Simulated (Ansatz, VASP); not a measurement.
**Rb2AlH4: VASP beside Ansatz**

```
Rb Al H
1.0
     6.97577    0.00000    0.00000
    -3.48789    6.04120    0.00000
     0.00000    0.00000    6.36355
Rb Al H
2 1 4
Direct
  0.33333 0.66667 0.50000
  0.66667 0.33333 0.50000
  0.00000 0.00000 0.00000
  0.33333 0.66667 0.05861
  0.66667 0.33333 0.05861
  0.66667 0.33333 0.94139
  0.33333 0.66667 0.94139
```

Alike in both runs: task relaxation of cell and atoms; functional PBE; k mesh 6 × 6 × 6; occupations gaussian, width 0.1 eV; no spin polarisation.

```csv
,VASP,Ansatz
version,VASP 6.6.1,Ansatz 0.2.0
potentials or method,"VASP PAW PBE potentials, release 64 (Rb_sv, Al, H)","scalar-relativistic, plane waves, PAW"
plane-wave cutoff (eV),600,420
valence electrons in the cell,25,25
```

VASP gave:

| Quantity | Value |
| --- | --- |
| gap on the k mesh at the Fermi level, each at its own relaxed structure (eV) | none |
| relaxed volume (Å³/atom) | 38.59 |
| relaxed cell length with the largest relative difference (Å) | 6.293 |

Estimate Ansatz's values.

gap on the k mesh at the Fermi level, each at its own relaxed structure (eV): none; relaxed volume (Å³/atom): 38.82; relaxed cell length with the largest relative difference (Å): 6.308.

A gap of «none» marks a metal or a gap that the smearing closes.
